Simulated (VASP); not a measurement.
VASP input:

### INCAR
```
SYSTEM = Nb
PREC = Accurate
ENCUT = 400
EDIFF = 1E-6
NELM = 60
ALGO = Normal
LREAL = .FALSE.
LASPH = .TRUE.
ISMEAR = 1
SIGMA = 0.1
GGA = PE
LMAXMIX = 4
LWAVE = .FALSE.
LCHARG = .FALSE.
ISIF = 2
IMIX = 1
AMIX = 1.9
BMIX = 0.0001
```

File POSCAR:
```
Nb
1
   -1.6830000000     1.6830000000     1.6830000000
    1.6830000000    -1.6830000000     1.6830000000
    1.6830000000     1.6830000000    -1.6830000000
Nb
1
Direct
  0.0000000000   0.0000000000   0.0000000000
```

KPOINTS:
```
Automatic mesh
0
Gamma
11 11 11
0 0 0
```

POTCAR, in this order: Nb_sv (PBE.64 set). Program: vasp_std.

### Question
Does this input run properly? What does VASP do?

### Answer
There is a fault: simple mixing (IMIX = 1) with AMIX above 1 overshoots. VASP stops with an error: ERROR FEXCP: supplied Exchange-correletion table is too small, maximal index : 5528 ----> I REFUSE TO CONTINUE WITH THIS SICK JOB ... BYE!!! <----

### standard output
```
 POSCAR found type information on POSCAR Nb
 POSCAR found :  1 types and       1 ions
 Reading from existing POTCAR
 Reading from existing POTCAR
 LDA part: xc-table for (Slater+PW92), standard interpolation
 POSCAR, INCAR and KPOINTS ok, starting setup
 WAVECAR not read
 entering main loop
       N       E                     dE             d eps       ncg     rms          rms(c)
DAV:   1     0.996365230518E+02    0.99637E+02   -0.66839E+03  1128   0.107E+03
DAV:   2    -0.620689658497E+01   -0.10584E+03   -0.10321E+03  1230   0.384E+02
DAV:   3    -0.105041667691E+02   -0.42973E+01   -0.40347E+01  1686   0.647E+01
DAV:   4    -0.106647385222E+02   -0.16057E+00   -0.15990E+00  1520   0.113E+01
DAV:   5    -0.106709832848E+02   -0.62448E-02   -0.62361E-02  1704   0.185E+00    0.686E+00
DAV:   6    -0.140387166150E+02   -0.33677E+01   -0.28090E+01  1668   0.639E+01    0.150E+01
DAV:   7    -0.347300909448E+02   -0.20691E+02   -0.20616E+02  1676   0.184E+02    0.462E+01
DAV:   8    -0.169561114806E+03   -0.13483E+03   -0.13649E+03  1122   0.447E+02    0.260E+02
DAV:   9    -0.979121031973E+03   -0.80956E+03   -0.77740E+03  1676   0.992E+02    0.500E+02
DAV:  10    -0.420635504458E+04   -0.32272E+04   -0.33497E+04  1812   0.121E+03    0.237E+03

 -----------------------------------------------------------------------------
|                                                                             |
|     EEEEEEE  RRRRRR   RRRRRR   OOOOOOO  RRRRRR      ###     ###     ###     |
|     E        R     R  R     R  O     O  R     R     ###     ###     ###     |
|     E        R     R  R     R  O     O  R     R     ###     ###     ###     |
|     EEEEE    RRRRRR   RRRRRR   O     O  RRRRRR       #       #       #      |
|     E        R   R    R   R    O     O  R   R                               |
|     E        R    R   R    R   O     O  R    R      ###     ###     ###     |
|     EEEEEEE  R     R  R     R  OOOOOOO  R     R     ###     ###     ###     |
|                                                                             |
|     ERROR FEXCP: supplied Exchange-correletion table                        |
|      is too small, maximal index : 5528                                     |
|                                                                             |
|       ---->  I REFUSE TO CONTINUE WITH THIS SICK JOB ... BYE!!! <----       |
|                                                                             |
 -----------------------------------------------------------------------------
```

To mend it, remove IMIX, remove AMIX, remove BMIX.

The mended run (PBE GGA, plane waves, VASP's PBE PAW potentials (set 64)) converges, and its OSZICAR ends with
```
   1 F= -.10184545E+02 E0= -.10184645E+02  d E =0.300664E-03
```

The compound is Nb in the bcc structure. The cell was not relaxed at this level.
